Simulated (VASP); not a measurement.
# Li3ZrN2 (P4mm) in VASP: phonons with PBE

Aim: the phonons of Li3ZrN2 with PBE.

Everything below comes from runs of VASP 6.6.1. Logs are shortened: lines on timing, memory, paths and dates and some standing lists are left out, and cuts for length are marked.

### Step 1. Starting point

The structure is tetragonal, space group P4mm (No. 99). Conventional cell: a = 3.181 Å, b = 3.181 Å, c = 8.648 Å, α = 90.00°, β = 90.00°, γ = 90.00°. Li (site symmetry 4mm) has 1 N at 1.95 Å as nearest neighbours. Around Li (site symmetry 4mm) lie 5 N at 2.25 to 2.28 Å. Li (site symmetry 4mm) has 1 N at 1.85 Å as nearest neighbours. Zr (site symmetry 4mm) has 1 N at 1.92 Å as nearest neighbours. Around N (site symmetry 4mm) lie 1 Li at 1.95 Å. N (site symmetry 4mm) is surrounded by 1 Li at 1.85 Å and 1 Zr at 1.92 Å.

The cell was built by a generator and needn't be a form met in nature.

### Step 2. Phonons, PBE

The input, POSCAR:

```
Li3ZrN2
1.0
    3.1807800000      0.0000000000      0.0000000000
    0.0000000000      3.1807800000      0.0000000000
    0.0000000000      0.0000000000      8.6480200000
Li Zr N
3 1 2
Direct
    0.0000000000      0.0000000000      0.8853600000
    0.0000000000      0.0000000000      0.3745200000
    0.5000000000      0.5000000000      0.5931940000
    0.5000000000      0.5000000000      0.1572120000
    0.0000000000      0.0000000000      0.1110800000
    0.5000000000      0.5000000000      0.3788200000
```

The input, INCAR.step1:

```
SYSTEM = Li3ZrN2
ALGO     = Normal         ! electronic algorithm
EDIFF    = 1E-8           ! SCF threshold, eV
EDIFFG   = -0.002         ! ionic threshold
ENCUT    = 520            ! plane-wave cutoff, eV
GGA      = PE             ! functional
IBRION   = 2              ! ionic algorithm
ISIF     = 3              ! what is computed and relaxed
ISMEAR   = 0              ! smearing method
KPAR     = 4            
LASPH    = .True.         ! aspherical terms in the spheres
LCHARG   = .False.        ! write CHGCAR
LREAL    = .False.        ! projectors in reciprocal space
LWAVE    = .False.        ! write WAVECAR
NELM     = 80             ! most SCF steps
NSW      = 40             ! ionic steps
PREC     = Accurate       ! precision mode
SIGMA    = 0.1            ! smearing width, eV
```

The input, INCAR.step2:

```
SYSTEM = Li3ZrN2
ALGO     = Normal         ! electronic algorithm
EDIFF    = 1E-8           ! SCF threshold, eV
ENCUT    = 520            ! plane-wave cutoff, eV
GGA      = PE             ! functional
IBRION   = 6              ! ionic algorithm
ISIF     = 2              ! what is computed and relaxed
ISMEAR   = 0              ! smearing method
KPAR     = 4            
LASPH    = .True.         ! aspherical terms in the spheres
LCHARG   = .False.        ! write CHGCAR
LREAL    = .False.        ! projectors in reciprocal space
LWAVE    = .False.        ! write WAVECAR
NELM     = 80             ! most SCF steps
NFREE    = 2            
NSW      = 1              ! ionic steps
POTIM    = 0.015          ! step
PREC     = Accurate       ! precision mode
SIGMA    = 0.1            ! smearing width, eV
```

The input, KPOINTS:

```
k-points
0
Gamma
  10 10 4
  0 0 0
```

Potentials or basis: VASP PAW PBE potentials, release 64 (Li_sv, Zr_sv, N).

On the command line:

```
cat potpaw_PBE.64/Li_sv/POTCAR potpaw_PBE.64/Zr_sv/POTCAR potpaw_PBE.64/N/POTCAR > POTCAR
cp INCAR.step1 INCAR
mpirun -np 4 vasp_std > vasp.out
cp CONTCAR POSCAR
cp INCAR.step2 INCAR
mpirun -np 4 vasp_std > vasp.out
```

OUTCAR:

```text
SYSTEM = Li3ZrN2
   EDIFF = 1E-8
   ENCUT = 520
   GGA = PE
   IBRION = 6
   ISIF = 2
   ISMEAR = 0
   LASPH = .True.
   LREAL = .False.
   NELM = 80
   NFREE = 2
   NSW = 1
   POTIM = 0.015
   PREC = Accurate

 ion  position               nearest neighbor table
   1  0.000  0.000  0.885-   5 1.95
   2  0.000  0.000  0.375-   4 2.93   4 2.93   4 2.93   4 2.93
   3  0.500  0.500  0.593-   6 1.85
   4  0.500  0.500  0.157-   6 1.92   5 2.28   5 2.28   5 2.28   5 2.28   2 2.93   2 2.93   2 2.93
                             2 2.93
   5  0.000  0.000  0.111-   1 1.95   4 2.28   4 2.28   4 2.28   4 2.28
   6  0.500  0.500  0.379-   3 1.85   4 1.92

  LATTYP: Found a simple tetragonal cell.
 ALAT       =     3.1809045246
 C/A-ratio  =     2.7189655558

  Lattice vectors:

 A1 = (   3.1809045246,   0.0000000000,   0.0000000000)
 A2 = (   0.0000000000,   3.1809045246,   0.0000000000)
 A3 = (   0.0000000000,   0.0000000000,   8.6487698389)

Analysis of symmetry for initial positions (statically):
=====================================================================
 Subroutine PRICEL returns:
 Original cell was already a primitive cell.

 Routine SETGRP: Setting up the symmetry group for a
 simple tetragonal supercell.

 Subroutine GETGRP returns: Found  8 space group operations
 (whereof  8 operations were pure point group operations)
 out of a pool of 16 trial point group operations.

The static configuration has the point symmetry C_4v.

Analysis of symmetry for dynamics (positions and initial velocities):
=====================================================================
 Subroutine PRICEL returns:
 Original cell was already a primitive cell.

 Routine SETGRP: Setting up the symmetry group for a
 simple tetragonal supercell.

 Subroutine GETGRP returns: Found  8 space group operations
 (whereof  8 operations were pure point group operations)
 out of a pool of 16 trial point group operations.

The dynamic configuration has the point symmetry C_4v.

[... 275 lines left out ...]
[... ionic steps 4 to 22 ...]

--------------------------------------- Ionic step       23  -------------------------------------------

 number of electron      30.9999971 magnetization

------------------------ aborting loop because EDIFF is reached ----------------------------------------
[... 75 lines left out ...]
--------------------------------------- Ionic step       25  -------------------------------------------

 number of electron      30.9999971 magnetization

 Free energy of the ion-electron system (eV)
  ---------------------------------------------------
  ext. energy  EPLUGINS =         0.00000000
  ---------------------------------------------------
  free energy    TOTEN  =       -35.37504884 eV

  energy without entropy =      -35.36656626  energy(sigma->0) =      -35.37080755

 E-fermi :   3.2749     XC(G=0):  -8.8913

 val. band max:        3.2330651262   @ k =   0.4000   0.0000   0.0000
 cond. band min:       3.2861138161   @ k =   0.5000   0.0000   0.5000
 fundamental gap:      0.0530486899
 Fermi energy:         3.2748943709

 k-point     1 :       0.0000    0.0000    0.0000
  band No.  band energies     occupation
      1     -44.5596      2.00000
      2     -42.8624      2.00000
      3     -42.4101      2.00000
      4     -40.8993      2.00000
      5     -22.9279      2.00000
      6     -22.4201      2.00000
[... 505 lines left out ...]
      6     -22.6815      2.00000
[... 11 lines left out ...]
     18       5.8084      0.00000
     19       7.5757      0.00000

 [... further k-points ...]
[... 5 lines left out ...]
  --------------------------------------------------------------------------------------
  -------------------------------------------------------------------------------------
  Total        0.0814736      0.0814736      0.4380462      0.0000000      0.0000000     -0.0000000
  in kB        1.4916665      1.4916665      8.0200094      0.0000000      0.0000000     -0.0000000
  external PRESSURE =       3.6677808 kB  Pullay stress =       0.0000000 kB
[... 21 lines left out ...]
  FREE ENERGIE OF THE ION-ELECTRON SYSTEM (eV)
  ---------------------------------------------------
  free  energy   TOTEN  =       -35.3750488401 eV

  energy  without entropy=      -35.3665662625  energy(sigma->0) =      -35.37080755

 INTERNAL STRAIN TENSORS FROM DISPLACED ATOMS
 ============================================

 INTERNAL STRAIN TENSOR FOR ION    1 for displacements in x,y,z  (eV/Angst):
          X           Y           Z          XY          YZ          ZX
  --------------------------------------------------------------------------------
  x     0.00000     0.00000     0.00000     0.00000     0.00000     1.22410
  y     0.00000     0.00000     0.00000     0.00000     1.22410     0.00000
  z     1.87222     1.87222     5.12793     0.00000     0.00000     0.00000

 INTERNAL STRAIN TENSOR FOR ION    6 for displacements in x,y,z  (eV/Angst):
          X           Y           Z          XY          YZ          ZX
  --------------------------------------------------------------------------------
  x     0.00000     0.00000     0.00000     0.00000     0.00000    -3.24781
  y     0.00000     0.00000     0.00000     0.00000    -3.24779     0.00000
  z    -5.56146    -5.56146   -27.73357     0.00000     0.00000     0.00000

 Eigenvectors and eigenvalues of the dynamical matrix
 ----------------------------------------------------

   1 f  =   24.963086 THz   156.847696 2PiTHz  832.678926 cm-1   103.238983 meV
             X         Y         Z           dx          dy          dz
      0.000000  0.000000  7.657066     0.000000    0.000000    0.089796
      0.000000  0.000000  3.239050    -0.000000   -0.000000   -0.103072
      1.590452  1.590452  5.130466     0.000000    0.000000   -0.360883
      1.590452  1.590452  1.359773    -0.000000   -0.000000   -0.221266
      0.000000  0.000000  0.960712    -0.000000   -0.000000   -0.063821
      1.590452  1.590452  3.276466     0.000000    0.000000    0.893333
[... 145 lines left out ...]
  18 f/i=    0.026790 THz     0.168325 2PiTHz    0.893612 cm-1     0.110794 meV
             X         Y         Z           dx          dy          dz
      0.000000  0.000000  7.657066     0.215367   -0.070449   -0.000000
      0.000000  0.000000  3.239050     0.213556   -0.069857   -0.000000
      1.590452  1.590452  5.130466     0.219050   -0.071654   -0.000000
      1.590452  1.590452  1.359773     0.764630   -0.250120   -0.000000
      0.000000  0.000000  0.960712     0.299697   -0.098035   -0.000000
      1.590452  1.590452  3.276466     0.298146   -0.097527   -0.000000

 ELASTIC MODULI CONTR FROM IONIC RELAXATION (kBar)
 Direction    XX          YY          ZZ          XY          YZ          ZX
 --------------------------------------------------------------------------------
 XX        -183.6851   -183.6851   -358.0900      0.0000      0.0000      0.0000
 YY        -183.6851   -183.6851   -358.0900      0.0000      0.0000      0.0000
 ZZ        -358.0900   -358.0900  -1600.7735      0.0000     -0.0000      0.0000
 XY           0.0000      0.0000      0.0000      0.0000      0.0000      0.0000
 YZ           0.0000      0.0000     -0.0000      0.0000   -260.7673     -0.0000
 ZX           0.0000      0.0000      0.0000      0.0000     -0.0000   -260.7687
 --------------------------------------------------------------------------------
```

OSZICAR.step1:

```text
N       E                     dE             d eps       ncg     rms          rms(c)
DAV:   1     0.265198761053E+03    0.26520E+03   -0.15175E+04  2394   0.165E+03
[... 40 lines left out ...]
DAV:   1    -0.353783808714E+02   -0.14746E-05   -0.22507E-04  2412   0.142E-01    0.863E-03
DAV:   2    -0.353783806342E+02    0.23720E-06   -0.82303E-06  3083   0.228E-02    0.429E-03
DAV:   3    -0.353783804316E+02    0.20260E-06   -0.28446E-06  3618   0.971E-03    0.334E-03
DAV:   4    -0.353783802813E+02    0.15030E-06   -0.60374E-07  3641   0.416E-03    0.161E-03
DAV:   5    -0.353783801943E+02    0.86965E-07   -0.61709E-08  3673   0.151E-03    0.998E-04
DAV:   6    -0.353783801006E+02    0.93728E-07   -0.16229E-08  1781   0.874E-04    0.227E-04
DAV:   7    -0.353783800876E+02    0.12951E-07   -0.65243E-09  1311   0.583E-04    0.396E-05
DAV:   8    -0.353783800881E+02   -0.41246E-09   -0.28033E-09  1278   0.391E-04
   4 F= -.35378380E+02 E0= -.35374079E+02  d E =-.687887E-06
```

Run time: 4.5 min. Hardware: 4 MPI ranks of Intel Xeon 6975P-C (Granite Rapids), shared host; peak memory 0.52 GiB.

Results:

```
Highest phonon frequency at Γ, LO-TO splitting left out : 833 cm⁻¹
```

Phonon frequencies in cm⁻¹ (negative: imaginary):
| q point | frequencies |
| --- | --- |
| (0.000, 0.000, 0.000) | -1 -1 0 104 104 180 180 190 190 306 306 325 360 360 410 480 522 833 |

Caveat: the cutoff is under 1.25 times the usual one of these potentials, so pressure, stress and relaxed cells hold a basis-set (Pulay) error.
